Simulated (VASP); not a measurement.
These are PBE GGA, VASP's PBE PAW potentials (set 64) (plane waves; VASP 6.6.1) values and carry that method's errors.

A VASP calculation is set up with these files.

### KPOINTS
```
Automatic
0
gamma
14 14 14
```

File POSCAR:
```
Ta
1.0
 -1.6138428618   1.6138428618   1.6138428618
  1.6138428618  -1.6138428618   1.6138428618
  1.6138428618   1.6138428618  -1.6138428618
Ta
1
direct
  0.0000000000   0.0000000000   0.0000000000
```

**INCAR**
```
SYSTEM  =  Ta
PREC  =  Accurate; ENCUT  =  480; LREAL  =  .False.
LASPH  =  .True.
EDIFF  =  1E-7; NELM  =  100; ALGO  =  Normal
LMAXMIX  =  6
ISMEAR  =  1; SIGMA  =  0.1
GGA  =  PE
IBRION  =  2; NSW  =  40; ISIF  =  3
EDIFFG  =  -0.01; PSTRESS  =  200
LWAVE  =  .False.; LCHARG  =  .False.
```

POTCAR, in this order: Ta_pv (PBE.64 set). Program: vasp_std.

What VASP printed:

**OUTCAR**
```
 ion  position               nearest neighbor table
   1  0.000  0.000  0.000-
  LATTYP: Found a body centered cubic cell.
 ALAT       =     3.2276857236
 Subroutine PRICEL returns:
 Original cell was already a primitive cell.
 Subroutine GETGRP returns: Found 48 space group operations
The static configuration has the point symmetry O_h .
The dynamic configuration has the point symmetry O_h .
 Subroutine INISYM returns: Found 48 space group operations
 Subroutine IBZKPT returns following result:
 Found    104 irreducible k-points:

 Following reciprocal coordinates:
            Coordinates               Weight
  0.000000  0.000000  0.000000      1.000000
  0.071429  0.000000  0.000000     12.000000
  0.142857  0.000000  0.000000     12.000000
  0.214286  0.000000  0.000000     12.000000
  0.285714  0.000000  0.000000     12.000000
  0.357143  0.000000  0.000000     12.000000
  0.428571  0.000000  0.000000     12.000000
  0.500000  0.000000  0.000000      6.000000
  0.071429  0.071429  0.000000     24.000000
  0.142857  0.071429 -0.000000     48.000000
  0.214286  0.071429 -0.000000     48.000000
  0.285714  0.071429  0.000000     48.000000
  0.357143  0.071429 -0.000000     48.000000
  0.428571  0.071429  0.000000     48.000000
  0.142857  0.142857  0.000000     24.000000
  0.214286  0.142857  0.000000     48.000000
  0.285714  0.142857  0.000000     48.000000
  0.357143  0.142857 -0.000000     48.000000
  0.428571  0.142857  0.000000     24.000000
  0.214286  0.214286  0.000000     24.000000
  0.285714  0.214286  0.000000     48.000000
  0.357143  0.214286 -0.000000     48.000000
  0.285714  0.285714  0.000000     24.000000
  0.357143  0.285714 -0.000000     24.000000
  0.071429  0.071429  0.071429      8.000000
...
```

OSZICAR:
```
       N       E                     dE             d eps       ncg     rms          rms(c)
DAV:   1     0.440792849291E+02    0.44079E+02   -0.63821E+03  1872   0.111E+03
DAV:   2    -0.115689941029E+02   -0.55648E+02   -0.54835E+02  2370   0.240E+02
DAV:   3    -0.121431983322E+02   -0.57420E+00   -0.55789E+00  2189   0.252E+01
DAV:   4    -0.121458742801E+02   -0.26759E-02   -0.26746E-02  2110   0.145E+00
DAV:   5    -0.121458896230E+02   -0.15343E-04   -0.15344E-04  2107   0.967E-02    0.153E+01
DAV:   6    -0.118372235458E+02    0.30867E+00   -0.31835E-01  1934   0.710E+00    0.774E+00
DAV:   7    -0.117333890350E+02    0.10383E+00   -0.30109E-01  1962   0.659E+00    0.375E-01
DAV:   8    -0.117320285982E+02    0.13604E-02   -0.37077E-03  2007   0.803E-01    0.168E-01
DAV:   9    -0.117320268706E+02    0.17276E-05   -0.81391E-05  2099   0.111E-01    0.356E-02
DAV:  10    -0.117320219694E+02    0.49011E-05   -0.39187E-06  2057   0.285E-02    0.458E-03
DAV:  11    -0.117320226331E+02   -0.66370E-06   -0.73188E-08  1413   0.427E-03    0.309E-04
DAV:  12    -0.117320225804E+02    0.52691E-07   -0.41297E-09   976   0.834E-04
   1 F= -.96332608E+01 E0= -.96333119E+01  d E =-.963326E+01
```

### OUTCAR
```
------------------------ aborting loop because EDIFF is reached ----------------------------------------
  FORCE on cell =-STRESS in cart. coord.  units (eV):
  Direction    XX          YY          ZZ          XY          YZ          ZX
  --------------------------------------------------------------------------------------
  Total        2.0986349      2.0986349      2.0986349      0.0000000      0.0000000     -0.0000000
  in kB      199.9879071    199.9879071    199.9879071      0.0000000      0.0000000     -0.0000000
  external PRESSURE =      -0.0120929 kB  Pullay stress =     200.0000000 kB
  volume of cell :       16.81
      direct lattice vectors                 reciprocal lattice vectors
    -1.613842862  1.613842862  1.613842862     0.000000000  0.309819507  0.309819507
     1.613842862 -1.613842862  1.613842862     0.309819507  0.000000000  0.309819507
     1.613842862  1.613842862 -1.613842862     0.309819507  0.309819507  0.000000000
 POSITION                                       TOTAL-FORCE (eV/Angst)
 -----------------------------------------------------------------------------------
      0.00000      0.00000      0.00000         0.000000      0.000000      0.000000
 -----------------------------------------------------------------------------------
    total drift:                               -0.000000      0.000000      0.000000
  FREE ENERGIE OF THE ION-ELECTRON SYSTEM (eV)
  ---------------------------------------------------
  free  energy   TOTEN  =       -11.7320225804 eV

  energy  without entropy=      -11.7321757168  energy(sigma->0) =      -11.73207363
  enthalpy is  TOTEN    =        -9.6332608258 eV   P V=        2.0987617546

 reached required accuracy - stopping structural energy minimisation
```
(Selected blocks of OUTCAR.)

The compound is Ta in the bcc structure. It was relaxed first under an external pressure of 20 GPa.
